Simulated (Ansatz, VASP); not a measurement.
# One calculation of Ni2SbTe, two programs

Contents of INCAR:

```
ALGO = Normal
EDIFF = 1E-7
ENCUT = 520
GGA = PE
ISIF = 2
ISMEAR = -1
ISPIN = 2
LASPH = T
LCHARG = F
LMAXMIX = 4
LORBIT = 11
LREAL = F
LWAVE = F
MAGMOM = 0 0 1 1
NBANDS = 28
NELM = 100
PREC = Accurate
SIGMA = 0.05
```

File KPOINTS:

```
k-points
0
Gamma
  8 8 5
```

The input POSCAR:

```
Ni2SbTe
1.0
    3.9120268172      0.0000000000      0.0000000000
   -1.9560134085      3.3879146039      0.0000000000
    0.0000000000      0.0000000000      5.1331564888
Te Sb Ni
1 1 2
Direct
    0.3333333333      0.6666666667      0.0000000000
    0.6666666667      0.3333333333      0.5000000000
    0.0000000000      0.0000000000      0.2531824000
    0.0000000000      0.0000000000      0.7468176000
```

File input.yaml:

```yaml
crystal:
  lattice:
    - [3.9120268172, 0.0, 0.0]
    - [-1.9560134085, 3.3879146039, 0.0]
    - [0.0, 0.0, 5.1331564888]
  atoms:
    - { symbol: Te, position: [0.3333333333, 0.6666666667, 0.0] }
    - { symbol: Sb, position: [0.6666666667, 0.3333333333, 0.5] }
    - { symbol: Ni, position: [0.0, 0.0, 0.2531824], spin: 1.0 }
    - { symbol: Ni, position: [0.0, 0.0, 0.7468176], spin: 1.0 }
hamiltonian:
  xc: pbe
  pseudopotentials: { kind: paw }
magnetization:
  spin_polarized: true
kpoints:
  mp_grid: { grid: [8, 8, 5] }
scf:
  occupations: { method: fermi_dirac, width: 0.05 }
output:
  forces: true
  stress: true
  eigenvalues: true
  write_density: true
  write_potential: true
  elf: true
  volumetric_format: npy
```

Change from the starting cell: volume scaled by 0.96.

Alike in both runs: task single point; functional PBE; k mesh 8 × 8 × 5; occupations fermi-dirac, width 0.05 eV; collinear spin, ferromagnetic start.

```csv
,VASP,Ansatz
version,VASP 6.6.1,Ansatz 0.2.0
potentials or method,"VASP PAW PBE potentials, release 64 (Te, Sb, Ni)",Ansatz PAW
plane-wave cutoff (eV),520,420
valence electrons in the cell,31,67
```

Ansatz gave:

| Quantity | Value |
| --- | --- |
| gap on the k mesh at the Fermi level (eV) | none |
| pressure (GPa) | 8.2 |
| largest component of the traceless stress (GPa) | 0.82 |
| rms of the force components (eV/Å) | 0.024 |
| net moment per atom (μB) | 0.00 |

Question: What did VASP give for the same quantities?

Answer: gap on the k mesh at the Fermi level (eV): none; pressure (GPa): 8.0; largest component of the traceless stress (GPa): 0.78; rms of the force components (eV/Å): 0.024; net moment per atom (μB): 0.00.

Atom by atom the forces differ by 0.000 eV/Å (rms over components). A gap of «none» marks a metal or a gap that the smearing closes. With one functional, cell and mesh, what is left measures potentials, basis and numerics. The two sets of potentials don't hold the same shells in valence.

Caveats: the starting moments weren't kept (Ansatz). The runs have no spin-orbit coupling, so splittings on Sb, Te are missing.
